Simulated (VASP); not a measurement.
Method: PBEsol GGA, VASP's PBE PAW potentials (set 64) (plane waves; VASP).

Input for VASP

**INCAR**
```
SYSTEM = Pb
PREC = Accurate; ENCUT = 480; LREAL = .FALSE.
LASPH = .TRUE.
EDIFF = 1E-7; NELM = 100; ALGO = Normal
LMAXMIX = 4
ISMEAR = 1; SIGMA = 0.1
GGA = PS
IBRION = 2; NSW = 40; ISIF = 3
EDIFFG = -0.01; PSTRESS = 150
LWAVE = .FALSE.; LCHARG = .FALSE.
```

File POSCAR:
```
Pb
1.0
  0.0000000000   2.3089007316   2.3089007316
  2.3089007316   0.0000000000   2.3089007316
  2.3089007316   2.3089007316   0.0000000000
Pb
1
Direct
  0.0000000000   0.0000000000   0.0000000000
```

KPOINTS:
```
Automatic mesh
0
Gamma
12 12 12
0 0 0
```

POTCAR, in this order: Pb_d (PBE.64 set). Program: vasp_std.

The run wrote:

**OSZICAR**
```
       N       E                     dE             d eps       ncg     rms          rms(c)
DAV:   1     0.979108926734E+02    0.97911E+02   -0.71750E+03  1612   0.150E+03
DAV:   2     0.192557389693E+00   -0.97718E+02   -0.95908E+02  1635   0.327E+02
DAV:   3    -0.371116481722E+01   -0.39037E+01   -0.38894E+01  1866   0.772E+01
DAV:   4    -0.379439172311E+01   -0.83227E-01   -0.83206E-01  1950   0.116E+01
DAV:   5    -0.379789028459E+01   -0.34986E-02   -0.34985E-02  2007   0.219E+00    0.866E-01
DAV:   6    -0.377518871219E+01    0.22702E-01   -0.27704E-02  1939   0.366E+00    0.400E-01
DAV:   7    -0.376842423035E+01    0.67645E-02   -0.11631E-02  1899   0.219E+00    0.936E-02
DAV:   8    -0.376786755292E+01    0.55668E-03   -0.52922E-04  2322   0.462E-01    0.823E-03
DAV:   9    -0.376786396557E+01    0.35873E-05   -0.86854E-06  1964   0.619E-02    0.473E-03
DAV:  10    -0.376786274996E+01    0.12156E-05   -0.40617E-07  1848   0.910E-03    0.179E-04
DAV:  11    -0.376786274179E+01    0.81736E-08   -0.71955E-09  1041   0.994E-04
   1 F= -.14630988E+01 E0= -.14629621E+01  d E =-.146310E+01
```

OUTCAR:
```
------------------------ aborting loop because EDIFF is reached ----------------------------------------
  FORCE on cell =-STRESS in cart. coord.  units (eV):
  Direction    XX          YY          ZZ          XY          YZ          ZX
  --------------------------------------------------------------------------------------
  Total        2.3087907      2.3087907      2.3087907      0.0000000      0.0000000      0.0000000
  in kB      150.2620679    150.2620679    150.2620679      0.0000000      0.0000000      0.0000000
  external PRESSURE =       0.2620679 kB  Pullay stress =     150.0000000 kB
  volume of cell :       24.62
      direct lattice vectors                 reciprocal lattice vectors
     0.000000000  2.308900732  2.308900732    -0.216553268  0.216553268  0.216553268
     2.308900732  0.000000000  2.308900732     0.216553268 -0.216553268  0.216553268
     2.308900732  2.308900732  0.000000000     0.216553268  0.216553268 -0.216553268
 POSITION                                       TOTAL-FORCE (eV/Angst)
 -----------------------------------------------------------------------------------
      0.00000      0.00000      0.00000        -0.000000      0.000000      0.000000
 -----------------------------------------------------------------------------------
    total drift:                               -0.000000      0.000000     -0.000000
  FREE ENERGIE OF THE ION-ELECTRON SYSTEM (eV)
  ---------------------------------------------------
  free  energy   TOTEN  =        -3.7678627418 eV

  energy  without entropy=       -3.7674526059  energy(sigma->0) =       -3.76772603
  enthalpy is  TOTEN    =        -1.4630987702 eV   P V=        2.3047639716

 reached required accuracy - stopping structural energy minimisation
```
(Selected blocks of OUTCAR.)

The compound is Pb in the fcc structure. It was relaxed first under an external pressure of 15 GPa.
